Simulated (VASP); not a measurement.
Consider the following.

```
CELL_PARAMETERS angstrom
     -2.02500     2.02500     2.02500
      2.02500    -2.02500     2.02500
      2.02500     2.02500    -2.02500
ATOMIC_POSITIONS crystal
  Na 0.00000 0.00000 0.00000
```

Level of theory: LDA (Ceperley-Alder, Perdew-Zunger), VASP's LDA PAW potentials (set 64) (plane waves; VASP). Settings: 520 eV cut-off, 14×14×14 Γ-centred mesh, tetrahedra with Blöchl corrections, potentials Na_pv.

Problem. Predict the energy per atom (σ→0), band gap (on the k-mesh) with the smallest direct gap where there is one.

Solution. 
```json
{
 "band gap (on the k-mesh)": "none (metal, semimetal or under 0.01 eV)",
 "energy per atom (σ→0)": "-1.454 eV/atom"
}
```

Only differences to runs with the same potentials and settings are physical.

The compound is Na in the bcc structure. It was relaxed first, which changed the volume by -14 %.
